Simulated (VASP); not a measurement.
A convergence study with VASP on SrTiO3 (cubic perovskite): one setting is varied, all else stays as given below, so the limit is that of these other settings.

```
SrTiO3
1.0
    3.90500     0.00000     0.00000
    0.00000     3.90500     0.00000
    0.00000     0.00000     3.90500
Sr Ti O
1 1 3
Direct
  0.00000   0.00000   0.00000
  0.50000   0.50000   0.50000
  0.50000   0.00000   0.50000
  0.00000   0.50000   0.50000
  0.50000   0.50000   0.00000
```

Level of theory: PBE GGA, VASP's PBE PAW potentials (set 64) (plane waves; VASP). The tightest run used: 700 eV cut-off, 10×10×10 Monkhorst-Pack mesh, Gaussian smearing of 0.050 eV, potentials Sr_sv Ti_sv O.

```json
[
 {"setting": "2×2×2 mesh", "E (eV/atom)": "-8.0938", "pressure (GPa)": "4.06", "irreducible k-points": "1"},
 {"setting": "3×3×3 mesh", "E (eV/atom)": "-7.9977", "pressure (GPa)": "5.07", "irreducible k-points": "4"},
 {"setting": "4×4×4 mesh", "E (eV/atom)": "-8.0218", "pressure (GPa)": "4.71", "irreducible k-points": "4"}
]
```

Q: These are the cheaper rows. Estimate the results at 10×10×10 mesh, and how far the last row shown lies from them.

A: 
| quantity | tightest run | last row shown is off by |
|---|---|---|
| E (eV/atom) | -8.0188 | -0.0030 |
| pressure (GPa) | 4.75 | -0.03 |

Left out are rungs that failed or repeat a setting and relaxations that didn't move; long series are thinned to 24 rows.

The compound is SrTiO3 in the cubic perovskite structure, the ideal cubic form; the compound distorts at low or room temperature. The cell was not relaxed at this level.
